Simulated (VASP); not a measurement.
Output of a VASP run:

### OUTCAR
```
 ion  position               nearest neighbor table
   1  0.000  0.000  0.500-   2 2.52   2 2.52   4 2.56   3 2.56   4 2.56   3 2.56   4 2.56   3 2.56
  LATTYP: Found a hexagonal cell.
 ALAT       =     3.8672177106
 C/A-ratio  =     1.3043946915
 Subroutine PRICEL returns:
 Original cell was already a primitive cell.
 Subroutine GETGRP returns: Found 24 space group operations
The static configuration has the point symmetry D_3d.
 The point group associated with its full space group is D_6h.
The dynamic configuration has the point symmetry D_3d.
 Subroutine INISYM returns: Found 24 space group operations
 Subroutine IBZKPT returns following result:
 Found     48 irreducible k-points:

 Following reciprocal coordinates:
            Coordinates               Weight
  0.000000  0.000000  0.000000      1.000000
  0.111111 -0.000000  0.000000      6.000000
  0.222222 -0.000000  0.000000      6.000000
  0.333333  0.000000  0.000000      6.000000
  0.444444 -0.000000  0.000000      6.000000
  0.111111  0.111111  0.000000      6.000000
  0.222222  0.111111  0.000000     12.000000
  0.333333  0.111111  0.000000     12.000000
  0.444444  0.111111  0.000000      6.000000
  0.222222  0.222222  0.000000      6.000000
  0.333333  0.222222  0.000000     12.000000
  0.333333  0.333333  0.000000      2.000000
  0.000000  0.000000  0.166667      2.000000
  0.111111 -0.000000  0.166667     12.000000
  0.222222 -0.000000  0.166667     12.000000
  0.333333  0.000000  0.166667     12.000000
  0.444444 -0.000000  0.166667     12.000000
  0.111111  0.111111  0.166667     12.000000
  0.222222  0.111111  0.166667     24.000000
  0.333333  0.111111  0.166667     24.000000
  0.444444  0.111111  0.166667     12.000000
  0.222222  0.222222  0.166667     12.000000
  0.333333  0.222222  0.166667     24.000000
  0.333333  0.333333  0.166667      4.000000
  0.000000  0.000000  0.333333      2.000000
  0.111111 -0.000000  0.333333     12.000000
  0.222222 -0.000000  0.333333     12.000000
  0.333333  0.000000  0.333333     12.000000
  0.444444 -0.000000  0.333333     12.000000
  0.111111  0.111111  0.333333     12.000000
  0.222222  0.111111  0.333333     24.000000
  0.333333  0.111111  0.333333     24.000000
  0.444444  0.111111  0.333333     12.000000
  0.222222  0.222222  0.333333     12.000000
  0.333333  0.222222  0.333333     24.000000
  0.333333  0.333333  0.333333      4.000000
  0.000000  0.000000  0.500000      1.000000
  0.111111 -0.000000  0.500000      6.000000
  0.222222 -0.000000  0.500000      6.000000
  0.333333  0.000000  0.500000      6.000000
   k-points           NKPTS =     48   k-points in BZ     NKDIM =     48   number of bands    NBANDS=     19
   number of dos      NEDOS =    301   number of ions     NIONS =      4
   total plane-waves  NPLWV =  36000
   dimension x,y,z NGX =    30 NGY =   30 NGZ =   40
   dimension x,y,z NGXF=    60 NGYF=   60 NGZF=   80
   ions per type =               2   2
   PREC   = accura    normal or accurate (medium, high low for compatibility)
   ISTART =      0    job   : 0-new  1-cont  2-samecut
   ICHARG =      2    charge: 1-file 2-atom 10-const
   ISPIN  =      1    spin polarized calculation?
   LNONCOLLINEAR =      F non collinear calculations
   LSORBIT =      F    spin-orbit coupling
   INIWAV =      1    electr: 0-lowe 1-rand  2-diag
   ENCUT  =  520.0 eV  38.22 Ry    6.18 a.u.   7.19  7.19  9.38*2*pi/ulx,y,z
   NELM   =    100;   NELMIN=  2; NELMDL= -5     # of ELM steps
   EDIFF  = 0.1E-06   stopping-criterion for ELM
   LREAL  =      F    real-space projection
   NLSPLINE    = F    spline interpolate recip. space projectors
   LMAXMIX     =    4 max onsite mixed and CHGCAR
   VOSKOWN=      0    Vosko Wilk Nusair interpolation
   EDIFFG = -.1E-01   stopping-criterion for IOM
   NSW    =     30    number of steps for IOM
   NBLOCK =      1;   KBLOCK =     30    inner block; outer block
...
```

**OSZICAR**
```
       N       E                     dE             d eps       ncg     rms          rms(c)
DAV:   1     0.903706256426E+02    0.90371E+02   -0.13194E+04  1824   0.171E+03
DAV:   2    -0.102036917533E+03   -0.19241E+03   -0.18736E+03  1830   0.339E+02
DAV:   3    -0.111855586838E+03   -0.98187E+01   -0.95272E+01  2065   0.952E+01
DAV:   4    -0.112127091817E+03   -0.27150E+00   -0.26973E+00  2060   0.148E+01
DAV:   5    -0.112135665005E+03   -0.85732E-02   -0.85709E-02  2236   0.275E+00    0.132E+01
DAV:   6    -0.111615226266E+03    0.52044E+00   -0.37034E+01  1949   0.117E+02    0.168E+01
DAV:   7    -0.108352169472E+03    0.32631E+01   -0.12956E+01  1976   0.763E+01    0.353E+00
DAV:   8    -0.108041517867E+03    0.31065E+00   -0.30895E+00  2371   0.184E+01    0.347E+00
DAV:   9    -0.107936023419E+03    0.10549E+00   -0.45395E-01  2459   0.112E+01    0.891E-01
DAV:  10    -0.107963625794E+03   -0.27602E-01   -0.14051E-01  1904   0.388E+00    0.429E-01
DAV:  11    -0.107965813570E+03   -0.21878E-02   -0.88561E-03  1959   0.985E-01    0.274E-01
DAV:  12    -0.107970641485E+03   -0.48279E-02   -0.51584E-02  1858   0.290E+00    0.165E-01
DAV:  13    -0.107967746175E+03    0.28953E-02   -0.11076E-02  1836   0.137E+00    0.607E-02
DAV:  14    -0.107967716958E+03    0.29217E-04   -0.55553E-04  1956   0.235E-01    0.291E-02
DAV:  15    -0.107967679892E+03    0.37066E-04   -0.77800E-05  1954   0.952E-02    0.140E-02
DAV:  16    -0.107967650841E+03    0.29052E-04   -0.95236E-05  1920   0.123E-01    0.311E-03
DAV:  17    -0.107967643863E+03    0.69780E-05   -0.13967E-05  1866   0.463E-02    0.273E-03
DAV:  18    -0.107967641147E+03    0.27154E-05   -0.15260E-06  1970   0.170E-02    0.293E-03
DAV:  19    -0.107967645233E+03   -0.40862E-05   -0.22601E-06  1854   0.204E-02    0.748E-04
DAV:  20    -0.107967645295E+03   -0.61444E-07   -0.10764E-06  1881   0.120E-02    0.776E-04
DAV:  21    -0.107967643812E+03    0.14832E-05   -0.13912E-07  1119   0.585E-03    0.222E-04
DAV:  22    -0.107967643956E+03   -0.14457E-06   -0.53007E-08   984   0.285E-03    0.141E-04
DAV:  23    -0.107967644126E+03   -0.16969E-06   -0.99747E-09   954   0.124E-03    0.172E-04
DAV:  24    -0.107967644121E+03    0.47594E-08   -0.17349E-09   948   0.526E-04
   1 F= -.10796764E+03 E0= -.10796794E+03  d E =-.107968E+03
```

File OUTCAR:
```
------------------------ aborting loop because EDIFF is reached ----------------------------------------
  FORCE on cell =-STRESS in cart. coord.  units (eV):
  Direction    XX          YY          ZZ          XY          YZ          ZX
  --------------------------------------------------------------------------------------
  Total        1.7095473      1.7095474      1.7034091      0.0000000      0.0000000      0.0000000
  in kB       41.9233698     41.9233738     41.7728429      0.0000000      0.0000000      0.0000000
  external PRESSURE =      41.8731955 kB  Pullay stress =       0.0000000 kB
  volume of cell :       65.33
      direct lattice vectors                 reciprocal lattice vectors
     1.933608787 -3.349108819  0.000000000     0.258583848 -0.149293447  0.000000000
     1.933608787  3.349108819  0.000000000     0.258583848  0.149293447  0.000000000
     0.000000000  0.000000000  5.044378253     0.000000000  0.000000000  0.198240487
 POSITION                                       TOTAL-FORCE (eV/Angst)
 -----------------------------------------------------------------------------------
      0.00000      0.00000      2.52219         0.000000      0.000000      0.000000
      0.00000      0.00000      0.00000         0.000000      0.000000      0.000000
      1.93361      1.11637      1.26109        -0.000000     -0.000000     -0.000000
      1.93361     -1.11637      3.78328        -0.000000      0.000000      0.000000
 -----------------------------------------------------------------------------------
    total drift:                               -0.000000      0.000000      0.000000
  FREE ENERGIE OF THE ION-ELECTRON SYSTEM (eV)
  ---------------------------------------------------
  free  energy   TOTEN  =      -107.9676441211 eV

  energy  without entropy=     -107.9685237451  energy(sigma->0) =     -107.96793733

 reached required accuracy - stopping structural energy minimisation
```
(Selected blocks of OUTCAR.)

POSCAR:
```
NiSb
1
    1.9336087866    -3.3491088190     0.0000000000
    1.9336087866     3.3491088190     0.0000000000
    0.0000000000     0.0000000000     5.0443782526
Ni Sb
2 2
Direct
  0.0000000000   0.0000000000   0.5000000000
  0.0000000000   0.0000000000   0.0000000000
  0.3333330000   0.6666670000   0.2500000000
  0.6666670000   0.3333330000   0.7500000000
```

### Question
Write an INCAR and KPOINTS that could have produced this output.

### Answer
One answer among several that fit: the input of the run itself, SCAN meta-GGA, plane waves, VASP's PBE PAW potentials (set 64).

**INCAR**
```
SYSTEM=NiSb
PREC=Accurate; ENCUT=520; LREAL=.FALSE.
LASPH=.TRUE.
EDIFF=1E-7; NELM=100; ALGO=Normal
LMAXMIX=4; LMIXTAU=.TRUE.
ISMEAR=1; SIGMA=0.1
METAGGA=SCAN
IBRION=2; NSW=30; ISIF=4
EDIFFG=-0.01
LWAVE=.FALSE.; LCHARG=.FALSE.
```

File KPOINTS:
```
K-points
0
gamma
  9 9 6
0 0 0
```

POTCAR, in this order: Ni Sb (PBE.64 set). Program: vasp_std.

The compound is NiSb in the NiAs type structure. This cell is one point of a volume scan, at 0.97 of the reference volume. The run is not spin-polarised, so no magnetic state was tried.
